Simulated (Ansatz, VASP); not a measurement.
Two plane-wave programs on NaCuH4

```
Na Cu H
1.0
     3.18124    0.00000    0.00000
     0.00000    3.18124    0.00000
     0.00000    0.00000    4.98384
Na Cu H
1 1 4
Direct
  0.00000 0.00000 0.00000
  0.50000 0.50000 0.50000
  0.50000 0.00000 0.33619
  0.00000 0.50000 0.66381
  0.50000 0.00000 0.66381
  0.00000 0.50000 0.33619
```

Alike in both runs: functional PBE; k mesh 4 × 4 × 4; occupations gaussian, width 0.1 eV; no spin polarisation.

Ansatz relaxed the structure, and its values are those at the end. VASP's run is a single point on that final structure, the one shown.

|  | VASP | Ansatz |
| --- | --- | --- |
| version | VASP 6.6.1 | Ansatz 0.2.0 |
| potentials or method | VASP PAW PBE potentials, release 64 (Na_pv, Cu, H) | scalar-relativistic, plane waves, PAW |
| plane-wave cutoff (eV) | 520 | 420 |
| valence electrons in the cell | 22 | 32 |

Ansatz gave:

```
gap on the k mesh at the Fermi level (eV) : none
pressure (GPa)                            : 0.0
rms of the force components (eV/Å)        : 0.001
```

Question: Estimate VASP's values.

Answer: gap on the k mesh at the Fermi level (eV): none; pressure (GPa): 0.2; rms of the force components (eV/Å): 0.004.

A gap of «none» marks a metal or a gap that the smearing closes. The two sets of potentials don't hold the same shells in valence.

Caveats: the k mesh is coarse (spacing up to 0.49 Å⁻¹), so the values aren't converged.
